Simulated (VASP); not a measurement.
Nb:

```xyz
1
Lattice="-1.6640 1.6640 1.6640 1.6640 -1.6640 1.6640 1.6640 1.6640 -1.6640" Properties=species:S:1:pos:R:3 pbc="T T T"
Nb    0.0000    0.0000    0.0000
```

```yaml
Program: VASP 6.6.1
Task: relaxation of cell and atoms
Functional: PBE
Potentials_or_basis: VASP PAW PBE potentials, release 64 (Nb_sv)
Cutoff: 600 eV
k_mesh: 16 × 16 × 16
Occupations: methfessel-paxton, width 0.1 eV
Spin: no spin polarisation
```

At the start: pressure -3.2 GPa; volume 18.43 Å³/atom.

**Question.** How do energy, volume and symmetry change on relaxing?

**Answer.** Over 3 steps the energy falls by 3.6 meV/atom and the volume is 18.08 Å³/atom (-1.9 %); space group Im-3m (No. 229, to 0.05 Å).

The path:
```tsv
step	energy change (eV)	largest force (eV/Å)	pressure (GPa)	volume (Å³)
1	0.0000	0.0000	-3.18	18.43
2	0.0077	0.0000	6.16	17.47
3	-0.0036	0.0000	-0.04	18.08
```

Final structure:
```
Nb
1.0
    -1.65331    1.65331    1.65331
     1.65331   -1.65331    1.65331
     1.65331    1.65331   -1.65331
Nb
1
Direct
  0.00000 0.00000 0.00000
```
